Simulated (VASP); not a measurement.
Method: LDA (Ceperley-Alder, Perdew-Zunger), VASP's LDA PAW potentials (set 64) (plane waves; VASP 6.6.1).

Input for VASP

KPOINTS:
```
Automatic mesh
0
Gamma
15 15 9
0 0 0
```

### POSCAR
```
Tc
1.0
  1.3558308983  -2.3483683836   0.0000000000
  1.3558308983   2.3483683836   0.0000000000
  0.0000000000   0.0000000000   4.3226024453
Tc
2
Cartesian
  1.3558308983   0.7827910268   1.0806506113
  1.3558308983  -0.7827910268   3.2419518340
```

**INCAR**
```
SYSTEM  =  Tc
PREC  =  Accurate; ENCUT  =  500; LREAL  =  F
LASPH  =  T
EDIFF  =  1E-6; NELM  =  100; ALGO  =  Normal
LMAXMIX  =  4
ISMEAR  =  1; SIGMA  =  0.1
IBRION  =  2; NSW  =  40; ISIF  =  3
EDIFFG  =  -0.02
LWAVE  =  F; LCHARG  =  F
```

POTCAR, in this order: Tc_pv (LDA.64 set). Program: vasp_std.

Output

File OSZICAR:
```
       N       E                     dE             d eps       ncg     rms          rms(c)
DAV:   1     0.303309475966E+03    0.30331E+03   -0.16454E+04  4614   0.157E+03
DAV:   2    -0.170524952926E+02   -0.32036E+03   -0.31708E+03  5067   0.452E+02
DAV:   3    -0.249374550438E+02   -0.78850E+01   -0.77032E+01  5422   0.819E+01
DAV:   4    -0.250066099268E+02   -0.69155E-01   -0.68960E-01  5124   0.778E+00
DAV:   5    -0.250071876894E+02   -0.57776E-03   -0.57766E-03  5126   0.688E-01    0.218E+01
DAV:   6    -0.236469852378E+02    0.13602E+01   -0.32070E+00  4848   0.177E+01    0.699E+00
DAV:   7    -0.234808746755E+02    0.16611E+00   -0.57685E-01  5121   0.667E+00    0.957E-01
DAV:   8    -0.234679710911E+02    0.12904E-01   -0.15352E-02  4678   0.143E+00    0.199E-01
DAV:   9    -0.234680232278E+02   -0.52137E-04   -0.36549E-04  5205   0.161E-01    0.317E-02
DAV:  10    -0.234680351354E+02   -0.11908E-04   -0.26508E-05  4761   0.472E-02    0.897E-03
DAV:  11    -0.234680351824E+02   -0.47065E-07   -0.46617E-07  2537   0.700E-03
   1 F= -.23468035E+02 E0= -.23468137E+02  d E =-.234680E+02
```

**OUTCAR**
```
------------------------ aborting loop because EDIFF is reached ----------------------------------------
  FORCE on cell =-STRESS in cart. coord.  units (eV):
  Direction    XX          YY          ZZ          XY          YZ          ZX
  --------------------------------------------------------------------------------------
  Total       -0.0011989     -0.0011989     -0.0078573      0.0000000      0.0000000      0.0000000
  in kB       -0.0697848     -0.0697849     -0.4573348      0.0000000      0.0000000      0.0000000
  external PRESSURE =      -0.1989682 kB  Pullay stress =       0.0000000 kB
  volume of cell :       27.53
      direct lattice vectors                 reciprocal lattice vectors
     1.355830898 -2.348368384  0.000000000     0.368777552 -0.212913785  0.000000000
     1.355830898  2.348368384  0.000000000     0.368777552  0.212913785  0.000000000
     0.000000000  0.000000000  4.322602445     0.000000000  0.000000000  0.231342117
 POSITION                                       TOTAL-FORCE (eV/Angst)
 -----------------------------------------------------------------------------------
      1.35583      0.78279      1.08065         0.000000      0.000000      0.000000
      1.35583     -0.78279      3.24195        -0.000000     -0.000000      0.000000
 -----------------------------------------------------------------------------------
    total drift:                                0.000024      0.000602     -0.000044
  FREE ENERGIE OF THE ION-ELECTRON SYSTEM (eV)
  ---------------------------------------------------
  free  energy   TOTEN  =       -23.4680351824 eV

  energy  without entropy=      -23.4683407113  energy(sigma->0) =      -23.46813703

 reached required accuracy - stopping structural energy minimisation
```
(Selected blocks of OUTCAR.)

The compound is Tc in the hcp structure. It was relaxed first.
